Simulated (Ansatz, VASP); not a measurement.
# Cross-check of Te (Tellurium) between VASP and Ansatz, part 2 of 2

Aim: how closely do two programs agree when they are given the same cell, functional and k mesh? The cell is taken from a series of runs on this material, whose earlier steps may have relaxed, scaled, displaced or heated it; both programs get it as it stands.

VASP 6.6.1 and Ansatz 0.2.0.

So far: The starting structure; Ansatz: zone-centre phonons, PBEsol.

### Step 3. VASP: zone-centre phonons, PBEsol

Level of this step: PBEsol; plane waves and PAW (Te) (VASP).

The same cell, functional, mesh and smearing now go to VASP, with its own data sets.

Lines of VASP's logs that name or quote its potential files are left out, and so is its time.

Input file INCAR:

```
SYSTEM = Te
PREC = Accurate
ENCUT = 500
EDIFF = 1E-08
NELM = 120
ISMEAR = 1
SIGMA = 0.2
LREAL = .FALSE.
ALGO = Normal
GGA = PS
NBANDS = 15
LORBIT = 11
LWAVE = .FALSE.
LCHARG = .FALSE.
ISIF = 2
IBRION = 8
LASPH = .TRUE.
GGA_COMPAT = .FALSE.
EFERMI = MIDGAP
KPAR = 2
```

Input file POSCAR:

```
Te
1.0
    4.4458285210      0.0000000000      0.0000000000
   -2.2229142605      3.8502004401      0.0000000000
    0.0000000000      0.0000000000      5.8264812714
Te
3
Direct
    0.2777052750      0.0000000000      0.3333333333
    0.0000000000      0.2777052750      0.6666666667
    0.7222947250      0.7222947250      0.0000000000
```

Input file KPOINTS:

```
Automatic mesh
0
Gamma
12 12 8
0 0 0
```

PAW data sets: Te (PBE family, release 64).

Launch:

```console
$ mpirun -np 2 vasp_std
```

Numbers of over 12 decimals in the logs are rounded to 6 here.

The log of the run:

```text
[banner, memory and clock lines left out]
running    2 mpi-ranks, on    1 nodes
 distrk:  each k-point on    1 cores,    2 groups
 distr:  one band on    1 cores,    1 groups

 POSCAR found type information on POSCAR Te
 POSCAR found :  1 types and       3 ions
|                                                                             |
|               ----> ADVICE to this user running VASP <----                  |
|                                                                             |
|     You enforced a specific xc type in the INCAR file but a different       |
|     [... a line on the potential file left out ...]
|     I HOPE YOU KNOW WHAT YOU ARE DOING!                                     |
|                                                                             |

 LDA part: xc-table for (Slater+PW92), standard interpolation
 POSCAR, INCAR and KPOINTS ok, starting setup
 FFT: planning ... GRIDC
 FFT: planning ... GRID_SOFT
 FFT: planning ... GRID
 WAVECAR not read
 entering main loop
       N       E                     dE             d eps       ncg     rms          rms(c)
DAV:   1     0.715481533037E+02    0.71548E+02   -0.63727E+03  3930   0.930E+02
DAV:   2    -0.580596154960E+01   -0.77354E+02   -0.73582E+02  5260   0.139E+02
DAV:   3    -0.105061903164E+02   -0.47002E+01   -0.46770E+01  4616   0.390E+01
DAV:   4    -0.105885111329E+02   -0.82321E-01   -0.82308E-01  5772   0.605E+00
DAV:   5    -0.105897411568E+02   -0.12300E-02   -0.12300E-02  4981   0.650E-01    0.131E+01
DAV:   6    -0.105683821657E+02    0.21359E-01   -0.14455E-02  4980   0.721E-01    0.819E+00
DAV:   7    -0.105609920429E+02    0.73901E-02   -0.30935E-02  4399   0.104E+00    0.271E-01
DAV:   8    -0.105604767655E+02    0.51528E-03   -0.53298E-03  4469   0.417E-01    0.123E-01
DAV:   9    -0.105604938700E+02   -0.17105E-04   -0.14214E-04  5595   0.818E-02    0.844E-02
DAV:  10    -0.105604980756E+02   -0.42056E-05   -0.16812E-05  5165   0.264E-02    0.107E-02
DAV:  11    -0.105604957665E+02    0.23091E-05   -0.62479E-06  4791   0.151E-02    0.373E-03
DAV:  12    -0.105604958971E+02   -0.13059E-06   -0.53742E-07  5379   0.440E-03    0.177E-03
DAV:  13    -0.105604958862E+02    0.10864E-07   -0.62671E-08  4756   0.157E-03    0.888E-04
DAV:  14    -0.105604958942E+02   -0.79642E-08   -0.45078E-09  3568   0.407E-04
   1 F= -.10560496E+02 E0= -.10561706E+02  d E =0.363144E-02
 Linear response reoptimize wavefunctions to high precision
DAV:   1    -0.105604958994E+02   -0.52310E-08   -0.21790E-09  3925   0.276E-04
DAV:   2    -0.105604958995E+02   -0.54797E-10   -0.28495E-10  2693   0.109E-04
 Linear response DOF=           3
 Linear response progress:
  Degree of freedom:   1/  3
       N       E                     dE             d eps       ncg     rms          rms(c)
RMM:   1    -0.467104710590E-01   -0.46710E-01    0.39655E-02 21742   0.104E+00
RMM:   2    -0.452710413435E-01    0.14394E-02   -0.23621E-03 15059   0.277E-01    0.101E-01
RMM:   3    -0.452083034502E-01    0.62738E-04   -0.85445E-05 15974   0.587E-02    0.690E-02
RMM:   4    -0.451437085983E-01    0.64595E-04   -0.20819E-05 16271   0.245E-02    0.162E-02
RMM:   5    -0.451442236314E-01   -0.51503E-06   -0.55466E-07 16504   0.572E-03    0.855E-03
RMM:   6    -0.451499577911E-01   -0.57342E-05   -0.25686E-07 16384   0.242E-03    0.166E-03
RMM:   7    -0.451493095554E-01    0.64824E-06    0.87237E-08 16671   0.662E-04    0.498E-04
RMM:   8    -0.451484743091E-01    0.83525E-06    0.14779E-07 16638   0.218E-04    0.132E-04
RMM:   9    -0.451485621558E-01   -0.87847E-07   -0.12019E-07 17196   0.548E-05    0.676E-05
RMM:  10    -0.451485429351E-01    0.19221E-07   -0.18706E-08 16687   0.256E-05    0.181E-05
RMM:  11    -0.451485322726E-01    0.10662E-07   -0.19909E-08 17588   0.108E-05    0.153E-05
RMM:  12    -0.451485357602E-01   -0.34876E-08   -0.65432E-09 15464   0.569E-06    0.347E-06
 first order change of Fermi-energy  -0.23863E+01
 force on displaced ion       1 direction 1 :  -2.925   0.000   0.000
 Linear response progress:
  Degree of freedom:   2/  3
       N       E                     dE             d eps       ncg     rms          rms(c)
RMM:   1    -0.478719240385E-01   -0.47872E-01    0.34277E-02 39777   0.104E+00
RMM:   2    -0.466618139234E-01    0.12101E-02   -0.24235E-03 27428   0.276E-01    0.756E-02
RMM:   3    -0.465341088891E-01    0.12771E-03   -0.10560E-04 29018   0.615E-02    0.489E-02
RMM:   4    -0.464518761077E-01    0.82233E-04   -0.33416E-05 29328   0.275E-02    0.141E-02
RMM:   5    -0.464571666695E-01   -0.52906E-05   -0.15844E-06 29862   0.712E-03    0.724E-03
RMM:   6    -0.464693453716E-01   -0.12179E-04   -0.32799E-07 29838   0.238E-03    0.102E-03
RMM:   7    -0.464688043438E-01    0.54103E-06    0.11658E-07 30563   0.502E-04    0.665E-04
RMM:   8    -0.464685505338E-01    0.25381E-06    0.64040E-08 30072   0.199E-04    0.972E-05
RMM:   9    -0.464686081207E-01   -0.57587E-07   -0.71899E-08 31367   0.492E-05    0.252E-05
RMM:  10    -0.464686069400E-01    0.11806E-08   -0.27414E-08 30475   0.204E-05    0.446E-06
 first order change of Fermi-energy  -0.65755E-04
 force on displaced ion       1 direction 2 :  -0.001  -2.423  -0.586
 Linear response progress:
  Degree of freedom:   3/  3
       N       E                     dE             d eps       ncg     rms          rms(c)
RMM:   1    -0.565110298076E-01   -0.56511E-01    0.44923E-02 41699   0.107E+00
RMM:   2    -0.538240645846E-01    0.26870E-02   -0.29343E-03 27502   0.300E-01    0.221E-01
RMM:   3    -0.536134121821E-01    0.21065E-03   -0.37393E-04 28827   0.867E-02    0.152E-01
RMM:   4    -0.535719692432E-01    0.41443E-04   -0.14216E-05 29364   0.230E-02    0.721E-02
RMM:   5    -0.535585723222E-01    0.13397E-04   -0.51333E-06 29759   0.135E-02    0.394E-03
RMM:   6    -0.535603983267E-01   -0.18260E-05   -0.28900E-07 29947   0.300E-03    0.250E-03
RMM:   7    -0.535619002965E-01   -0.15020E-05   -0.78312E-08 29899   0.114E-03    0.626E-04
RMM:   8    -0.535620534778E-01   -0.15318E-06    0.68442E-08 30714   0.316E-04    0.256E-04
RMM:   9    -0.535622271324E-01   -0.17365E-06   -0.42845E-08 29846   0.137E-04    0.413E-05
RMM:  10    -0.535623133266E-01   -0.86194E-07   -0.85995E-08 31414   0.420E-05    0.940E-06
RMM:  11    -0.535623238010E-01   -0.10474E-07   -0.19941E-08 31606   0.140E-05    0.374E-06
RMM:  12    -0.535623222265E-01    0.15745E-08   -0.31323E-09 29608   0.682E-06    0.105E-06
 first order change of Fermi-energy  -0.36796E-04
 force on displaced ion       1 direction 3 :  -0.002  -0.587  -5.046
 Linear response finished
```

From OUTCAR (step 3):

```text
ion  position               nearest neighbor table
   1  0.278  0.000  0.333-   3 2.89   2 2.89   3 3.41   3 3.41   2 3.41   2 3.41
   2  0.000  0.278  0.667-   3 2.89   1 2.89   3 3.41   3 3.41   1 3.41   1 3.41
   3  0.722  0.722  0.000-   1 2.89   2 2.89   1 3.41   2 3.41   2 3.41   1 3.41

  LATTYP: Found a hexagonal cell.
 ALAT       =     4.4458285210
 C/A-ratio  =     1.3105501582

 Subroutine GETGRP returns: Found  6 space group operations
 (whereof  2 operations were pure point group operations)

The static configuration has the point symmetry C_2 .
 The point group associated with its full space group is D_3 .

 Found    131 irreducible k-points:

   k-points           NKPTS =    131   k-points in BZ     NKDIM =    131   number of bands    NBANDS=     15

   dimension x,y,z NGX =    32 NGY =   32 NGZ =   42
   dimension x,y,z NGXF=    64 NGYF=   64 NGZF=   84

   ENCUT  =  500.0 eV  36.75 Ry    6.06 a.u.   8.11  8.11 10.62*2*pi/ulx,y,z

   NELECT =      18.0000    total number of electrons

 k-points in reciprocal lattice and weights: Automatic mesh
   0.00000000  0.00000000  0.00000000       0.001
   0.08333333 -0.00000000  0.00000000       0.005
   0.16666667  0.00000000  0.00000000       0.005
   0.25000000 -0.00000000  0.00000000       0.005
   0.33333333 -0.00000000  0.00000000       0.005
   0.41666667  0.00000000  0.00000000       0.005
   0.50000000 -0.00000000  0.00000000       0.003
   0.08333333  0.08333333  0.00000000       0.005
   0.16666667  0.08333333  0.00000000       0.010
[...]
0.33333333  0.25000000  0.50000000       0.010
   0.33333333  0.33333333  0.50000000       0.002

 average (electrostatic) potential at core
       1 -88.6597       2 -88.6597       3 -88.6597

  Total       -0.5837230     -0.5837230      0.0559202      0.0000000     -0.0000000      0.0000000
  in kB       -9.3772397     -9.3772397      0.8983325      0.0000000     -0.0000000      0.0000000
  external PRESSURE =      -5.9520489 kB  Pullay stress =       0.0000000 kB

  energy-cutoff  :      500.00
  volume of cell :       99.73
      direct lattice vectors                 reciprocal lattice vectors
     4.445828521  0.000000000  0.000000000     0.224929953  0.129863369  0.000000000
    -2.222914261  3.850200440  0.000000000     0.000000000  0.259726738  0.000000000
     0.000000000  0.000000000  5.826481271     0.000000000  0.000000000  0.171630175

 POSITION                                       TOTAL-FORCE (eV/Angst)
 -----------------------------------------------------------------------------------
      1.23463      0.00000      1.94216         0.018291     -0.000000      0.000000
     -0.61732      1.06922      3.88432        -0.009145      0.015840     -0.000000
      1.60560      2.78098      0.00000        -0.009145     -0.015840     -0.000000
 -----------------------------------------------------------------------------------
    total drift:                                0.000000      0.000000      0.000000

 Eigenvectors and eigenvalues of the dynamical matrix
 ----------------------------------------------------

   1 f  =    3.894881 THz    24.472259 2PiTHz  129.919245 cm-1    16.107926 meV
             X         Y         Z           dx          dy          dz
      1.234630  0.000000  1.942160    -0.147595   -0.054079   -0.270132
     -0.617315  1.069221  3.884321     0.027050    0.154876   -0.503832
      1.605599  2.780979  0.000000     0.120687   -0.100849    0.773963

   2 f  =    3.894881 THz    24.472259 2PiTHz  129.919245 cm-1    16.107926 meV
             X         Y         Z           dx          dy          dz
      1.234630  0.000000  1.942160     0.054044   -0.147690   -0.737735
     -0.617315  1.069221  3.884321    -0.154910    0.026955    0.602809
      1.605599  2.780979  0.000000     0.100814    0.120592    0.134927

   3 f  =    3.170531 THz    19.921031 2PiTHz  105.757517 cm-1    13.112255 meV
             X         Y         Z           dx          dy          dz
      1.234630  0.000000  1.942160    -0.577350   -0.000000    0.000000
     -0.617315  1.069221  3.884321     0.288675   -0.500000   -0.000000
      1.605599  2.780979  0.000000     0.288675    0.500000    0.000000

   4 f  =    2.676727 THz    16.818373 2PiTHz   89.286009 cm-1    11.070049 meV
             X         Y         Z           dx          dy          dz
      1.234630  0.000000  1.942160    -0.000000    0.577350   -0.000074
     -0.617315  1.069221  3.884321    -0.500000   -0.288675   -0.000074
      1.605599  2.780979  0.000000     0.500000   -0.288675   -0.000074

   5 f  =    2.465956 THz    15.494060 2PiTHz   82.255444 cm-1    10.198371 meV
             X         Y         Z           dx          dy          dz
      1.234630  0.000000  1.942160    -0.490696   -0.260383    0.104212
     -0.617315  1.069221  3.884321     0.019934    0.555150    0.118001
      1.605599  2.780979  0.000000     0.470891   -0.294835   -0.222213

   6 f  =    2.465956 THz    15.494060 2PiTHz   82.255444 cm-1    10.198371 meV
             X         Y         Z           dx          dy          dz
      1.234630  0.000000  1.942160    -0.260338    0.490782   -0.196423
     -0.617315  1.069221  3.884321     0.555195   -0.019848    0.188461
      1.605599  2.780979  0.000000    -0.294790   -0.470805    0.007962

   7 f/i=    0.000342 THz     0.002152 2PiTHz    0.011423 cm-1     0.001416 meV
             X         Y         Z           dx          dy          dz
      1.234630  0.000000  1.942160     0.000000    0.000074    0.577350
     -0.617315  1.069221  3.884321    -0.000064   -0.000037    0.577350
      1.605599  2.780979  0.000000     0.000064   -0.000037    0.577350

   8 f/i=    0.000399 THz     0.002506 2PiTHz    0.013306 cm-1     0.001650 meV
             X         Y         Z           dx          dy          dz
      1.234630  0.000000  1.942160    -0.089926   -0.570246    0.000050
     -0.617315  1.069221  3.884321    -0.089860   -0.570327   -0.000032
      1.605599  2.780979  0.000000    -0.089963   -0.570344   -0.000018

   9 f/i=    0.000399 THz     0.002506 2PiTHz    0.013306 cm-1     0.001650 meV
             X         Y         Z           dx          dy          dz
      1.234630  0.000000  1.942160    -0.570365    0.089907   -0.000008
     -0.617315  1.069221  3.884321    -0.570284    0.089973   -0.000039
      1.605599  2.780979  0.000000    -0.570268    0.089869    0.000047

 ELASTIC MODULI CONTR FROM IONIC RELAXATION (kBar)
 Direction    XX          YY          ZZ          XY          YZ          ZX
 --------------------------------------------------------------------------------
 XX        -259.3453   -105.1940   -205.7052      0.0000   -112.8922      0.0000
 YY        -105.1940   -259.3453   -205.7052      0.0000    112.8922      0.0000
 ZZ        -205.7052   -205.7052   -232.1541      0.0000      0.0000      0.0000
 XY           0.0000      0.0000      0.0000    -77.3707      0.0000   -110.4854
 YZ        -112.8922    112.8922      0.0000      0.0000   -182.0847      0.0000
 ZX           0.0000      0.0000      0.0000   -110.4854      0.0000   -177.0473
 --------------------------------------------------------------------------------
```

### Step 4. Side by side

Known differences besides the potentials themselves: the data sets hold 48 valence electrons in Ansatz (on its PAW soft_1 files) and 18 in VASP; the cutoff is 420 eV in Ansatz and 500 eV in VASP; Ansatz makes its cores anew for this functional, VASP keeps those of its PBE data sets. Total energies have different zeros and are not compared.

Both answers:

| quantity | Ansatz | VASP | difference |
| --- | --- | --- | --- |
| optical mode 1 to 2 (cm⁻¹) | 81.7 | 82.3 | -0.70 % |
| optical mode 3 (cm⁻¹) | 89.2 | 89.3 | -0.09 % |
| optical mode 4 (cm⁻¹) | 104.9 | 105.8 | -0.78 % |
| optical mode 5 to 6 (cm⁻¹) | 128.5 | 129.9 | -1.12 % |

Modes are paired by rising frequency, not by their patterns, so a pair may set unlike modes beside each other; they are those without the splitting of longitudinal modes.

### Step 5. Outcome

```yaml
r_m_s_difference_of_the_optical_zone_centre_modes_each_program_s_sorted_by_frequency_zone_centre_phonons_pbesol: 0.97 cm⁻¹
difference_in_optical_mode_5_to_6_zone_centre_phonons_pbesol: -1.1 %
```

What this shows: The r.m.s. difference of the optical zone-centre modes, each program's sorted by frequency is 0.97 cm⁻¹ (zone-centre phonons, PBEsol). The data sets hold unlike numbers of valence electrons (48 in Ansatz and 18 in VASP), so part of the differences comes from the potentials. Among the rows given in per cent, the largest difference of the zone-centre phonons, PBEsol pair is in optical mode 5 to 6, -1.1 %. How closely two codes agree says nothing of how well the functional describes the real material.

[Lines on the potential files, build, host, timing and source positions are cut from VASP's logs without a mark.]

[Logs are printed without paths, hosts, clocks, repeated set-up lines and the standing remarks that a program may print on its own settings, such as how far it seeks lower states.]

[Hosts, paths, dates, database ids (printed as entryN), source tags and the programs' standing remarks are cut or masked in the printed files.]
